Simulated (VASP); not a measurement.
The input files of a VASP run:

### KPOINTS
```
Automatic mesh
0
Gamma
9 9 2
0 0 0
```

POSCAR:
```
WSe2
1.0
  3.3830090000   0.0000000000   0.0000000000
 -1.6915040000   2.9297720000   0.0000000000
  0.0000000000   0.0000000000  13.9981970000
W Se
2 4
Cartesian
  1.6915063582   0.9765896901  10.4986477500
 -0.0000013582   1.9531823099   3.4995492500
 -0.0000013582   1.9531823099  12.1924295870
  1.6915063582   0.9765896901   1.8057674130
  1.6915063582   0.9765896901   5.1933310870
 -0.0000013582   1.9531823099   8.8048659130
```

INCAR:
```
SYSTEM  =  WSe2
PREC  =  Accurate; ENCUT  =  300; LREAL  =  .FALSE.
LASPH  =  .TRUE.
EDIFF  =  1E-6; NELM  =  100; ALGO  =  Normal
LMAXMIX  =  6
ISMEAR  =  -1; SIGMA  =  0.01
GGA  =  PE
IBRION  =  2; NSW  =  50; ISIF  =  3
EDIFFG  =  -0.01
LWAVE  =  .FALSE.; LCHARG  =  .FALSE.
```

POTCAR, in this order: W_sv Se (PBE.64 set). Program: vasp_std.

Question: Translate this PBE calculation to Ansatz.

Answer: One equivalent input (not run):
Ansatz 0.2 input:
```yaml
crystal:
  lattice:
    - [3.3830090, 0.0000000, 0.0000000]
    - [-1.6915040, 2.9297720, 0.0000000]
    - [0.0000000, 0.0000000, 13.9981970]
  atoms:
    - { symbol: W, position: [0.6666670, 0.3333330, 0.7500000] }
    - { symbol: W, position: [0.3333330, 0.6666670, 0.2500000] }
    - { symbol: Se, position: [0.3333330, 0.6666670, 0.8710000] }
    - { symbol: Se, position: [0.6666670, 0.3333330, 0.1290000] }
    - { symbol: Se, position: [0.6666670, 0.3333330, 0.3710000] }
    - { symbol: Se, position: [0.3333330, 0.6666670, 0.6290000] }
kpoints:
  mp_grid: { grid: [9, 9, 2] }
hamiltonian:
  xc: pbe
  pseudopotentials: { kind: paw }
scf:
  occupations: { method: fermi_dirac, width: 0.01 }
  max_iter: 100
relax:
  max_steps: 50
  f_tol: 0.01
  cell: {}
output: { forces: true, stress: true, eigenvalues: true }
```
What does not carry over: each code has its own PAW files, so the cut-off isn't converted (ENCUT is set for VASP's; basis.ecutwfc is left out, and Ansatz then takes the one that its files recommend); Ansatz stops its SCF on the density residual and VASP on the energy change (EDIFF).

The structure comes from a computed database's WSe2 entry; how it stands against other phases isn't given here. This run relaxes it. Symmetry was kept, so distortions that lower it aren't found. The run is one of a series of settings (EDIFFG = -0.01, IBRION = 2, ISIF = 3, NSW = 50 against the base run), some of them coarse on purpose.
